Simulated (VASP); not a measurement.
IrO₂ (rutile): computed properties

Computed with PBE GGA, VASP's PBE PAW potentials (set 64) (plane waves; VASP 6.6.1).

```json
{
 "space_group": "P4_2/mnm (136)",
 "cell": "a = b = 4.5426 Å, c = 3.1867 Å, α = β = γ = 90.00°",
 "volume_per_atom": "10.96 Å³/atom",
 "band gap (over mesh and band path)": "none (metal, semimetal or under 0.01 eV)",
 "band_gap_with_spin_orbit_coupling": "none (metallic)",
 "density": "11.32 g/cm³"
}
```

```yaml
crystal:
  lattice:
    - [4.54264, 0.00000, 0.00000]
    - [0.00000, 4.54264, 0.00000]
    - [0.00000, 0.00000, 3.18668]
  atoms:
    - { symbol: Ir, position: [0.00000, 0.00000, 0.00000] }
    - { symbol: Ir, position: [0.50000, 0.50000, 0.50000] }
    - { symbol: O, position: [0.30830, 0.30830, 0.00000] }
    - { symbol: O, position: [0.80830, 0.19170, 0.50000] }
    - { symbol: O, position: [0.19170, 0.80830, 0.50000] }
    - { symbol: O, position: [0.69170, 0.69170, 0.00000] }
```

Measured: a 4.505 Å (computed value off by +0.8 %), c 3.159 Å (computed value off by +0.9 %), as given by Zenji Hiroi, Progress in Solid State Chemistry (2015), arXiv:1503.02262. The calculation is for a static lattice, while the measured a, c hold thermal and zero-point effects, which are part of the difference. Unless said otherwise, spin-orbit coupling is left out, though it shifts the bands of the heavy elements here.

The compound is IrO2 in the rutile structure. It was relaxed first. Symmetry was kept, so distortions that lower it aren't found.
